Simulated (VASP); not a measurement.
Level of theory: AM05 GGA, VASP's PBE PAW potentials (set 64) (plane waves; VASP 6.6.1).

Input for VASP

### KPOINTS
```
k-points along high-symmetry lines
10
Line-mode
Reciprocal
  0.000000   0.000000   0.000000 ! GAMMA
 -0.000000   0.500000   0.000000 ! M

 -0.000000   0.500000   0.000000 ! M
 -0.333333   0.666667   0.000000 ! K

 -0.333333   0.666667   0.000000 ! K
  0.000000   0.000000   0.000000 ! GAMMA

  0.000000   0.000000   0.000000 ! GAMMA
  0.000000   0.000000   0.500000 ! A

  0.000000   0.000000   0.500000 ! A
 -0.000000   0.500000   0.500000 ! L

 -0.000000   0.500000   0.500000 ! L
 -0.333333   0.666667   0.500000 ! H

 -0.333333   0.666667   0.500000 ! H
  0.000000   0.000000   0.500000 ! A

 -0.000000   0.500000   0.500000 ! L
 -0.000000   0.500000   0.000000 ! M

 -0.333333   0.666667   0.500000 ! H
 -0.333333   0.666667   0.000000 ! K
```

**POSCAR**
```
Tc
1.0
  1.3575714931  -2.3513831839   0.0000000000
  1.3575714931   2.3513831839   0.0000000000
  0.0000000000   0.0000000000   4.3503727645
Tc
2
Direct
  0.3333330000   0.6666670000   0.2500000000
  0.6666670000   0.3333330000   0.7500000000
```

### INCAR
```
# general
SYSTEM  = Tc
PREC    = Accurate
ENCUT   = 520
LREAL   = F
LASPH   = T
ICHARG  = 11

# electronic loop
EDIFF   = 1E-7
NELM    = 100
ALGO    = Normal
LMAXMIX = 4

# smearing
ISMEAR  = 0
SIGMA   = 0.05

# functional
GGA     = AM

# output
LWAVE   = F
LCHARG  = F
LORBIT  = 11
```

POTCAR, in this order: Tc_pv (PBE.64 set). Program: vasp_std. Read from the step before: CHGCAR.

The resulting files:

**OUTCAR**
```
 ion  position               nearest neighbor table
   1  0.333  0.667  0.250-   2 2.68   2 2.68   2 2.68   2 2.68   2 2.68   2 2.68
   2  0.667  0.333  0.750-   1 2.68   1 2.68   1 2.68   1 2.68   1 2.68   1 2.68
  LATTYP: Found a hexagonal cell.
 ALAT       =     2.7151433178
 C/A-ratio  =     1.6022626636
 Subroutine PRICEL returns:
 Original cell was already a primitive cell.
 Subroutine GETGRP returns: Found 24 space group operations
The static configuration has the point symmetry D_3d.
 The point group associated with its full space group is D_6h.
The dynamic configuration has the point symmetry D_3d.
 Subroutine INISYM returns: Found 24 space group operations
   k-points           NKPTS =     90   k-points in BZ     NKDIM =     90   number of bands    NBANDS=     17
   number of dos      NEDOS =    301   number of ions     NIONS =      2
   total plane-waves  NPLWV =  12800
   dimension x,y,z NGX =    20 NGY =   20 NGZ =   32
   dimension x,y,z NGXF=    40 NGYF=   40 NGZF=   64
   ions per type =               2
   PREC   = accura    normal or accurate (medium, high low for compatibility)
   ISTART =      0    job   : 0-new  1-cont  2-samecut
   ICHARG =     11    charge: 1-file 2-atom 10-const
   ISPIN  =      1    spin polarized calculation?
   LNONCOLLINEAR =      F non collinear calculations
   LSORBIT =      F    spin-orbit coupling
   INIWAV =      1    electr: 0-lowe 1-rand  2-diag
   ENCUT  =  520.0 eV  38.22 Ry    6.18 a.u.   5.05  5.05  8.09*2*pi/ulx,y,z
   NELM   =    100;   NELMIN=  2; NELMDL= -5     # of ELM steps
   EDIFF  = 0.1E-06   stopping-criterion for ELM
   LREAL  =      F    real-space projection
   NLSPLINE    = F    spline interpolate recip. space projectors
   LMAXMIX     =    4 max onsite mixed and CHGCAR
   VOSKOWN=      0    Vosko Wilk Nusair interpolation
   EDIFFG = 0.1E-05   stopping-criterion for IOM
   NSW    =      0    number of steps for IOM
   NBLOCK =      1;   KBLOCK =      1    inner block; outer block
   IBRION =     -1    ionic relax: 0-MD 1-quasi-New 2-CG
   NFREE  =      0    steps in history (QN), initial steepest desc. (CG)
   ISIF   =      2    stress and relaxation
   ISYM   =      2    0-nonsym 1-usesym 2-fastsym
...
```

### OSZICAR
```
       N       E                     dE             d eps       ncg     rms          rms(c)
DAV:   1     0.310158334427E+03    0.31016E+03   -0.17128E+04  3092   0.162E+03
DAV:   2    -0.140566548489E+02   -0.32421E+03   -0.32055E+03  3377   0.458E+02
DAV:   3    -0.220202524153E+02   -0.79636E+01   -0.77738E+01  3724   0.807E+01
DAV:   4    -0.220842335857E+02   -0.63981E-01   -0.63864E-01  3268   0.754E+00
DAV:   5    -0.220847859474E+02   -0.55236E-03   -0.55234E-03  3492   0.686E-01
DAV:   6    -0.220847952438E+02   -0.92964E-05   -0.92961E-05  3443   0.806E-02
DAV:   7    -0.220847954837E+02   -0.23991E-06   -0.24061E-06  3534   0.104E-02
DAV:   8    -0.220847954893E+02   -0.55447E-08   -0.65130E-08  2206   0.156E-03
   1 F= -.22084795E+02 E0= -.22081716E+02  d E =-.615974E-02
```

File OUTCAR:
```
 val. band max:       12.9251312715   @ k =   0.0000   0.0000   0.0556

 cond. band min:      12.9303265278   @ k =  -0.1481   0.2963   0.0000



 k-point     1 :       0.0000    0.0000    0.0000
  band No.  band energies     occupation
      1     -26.4558      2.00000
      2     -25.2286      2.00000
      3     -25.2286      2.00000
      4     -25.0229      2.00000
      5     -25.0229      2.00000
      6     -24.9790      2.00000
      7       5.5028      2.00000
      8       7.3717      2.00000
      9      11.3843      2.00000
     10      11.3843      2.00000
     11      11.4727      2.00000
     12      12.1447      2.00000
     13      12.1447      2.00000
     14      12.8737      1.88532
     15      12.8737      1.88512
     16      14.7152      0.00000
     17      15.6626      0.00000

 k-point     2 :       0.0000    0.0556    0.0000
  band No.  band energies     occupation
      1     -26.4418      2.00000
      2     -25.2605      2.00000
      3     -25.2390      2.00000
      4     -25.0561      2.00000
      5     -25.0272      2.00000
      6     -24.9849      2.00000
      7       5.6238      2.00000
      8       7.4714      2.00000
      9      11.0813      2.00000
     10      11.4882      2.00000
     11      11.7378      2.00000
     12      12.0777      2.00000
     13      12.2417      2.00000
     14      12.7270      2.00000
     15      12.7885      1.99993
     16      13.9500      0.00000
     17      15.7180      0.00000

 k-point     3 :       0.0000    0.1111    0.0000
  band No.  band energies     occupation
      1     -26.4008      2.00000
      2     -25.3522      2.00000
      3     -25.2685      2.00000
      4     -25.1503      2.00000
      5     -25.0400      2.00000
      6     -25.0026      2.00000
      7       5.9726      2.00000
      8       7.7446      2.00000
      9      10.6910      2.00000
     10      11.7955      2.00000
     11      11.8549      2.00000
     12      12.1112      2.00000
...
```

The density is held fixed in this step, so its total energy and stress have no physical meaning.

The compound is Tc in the hcp structure. It was relaxed first.
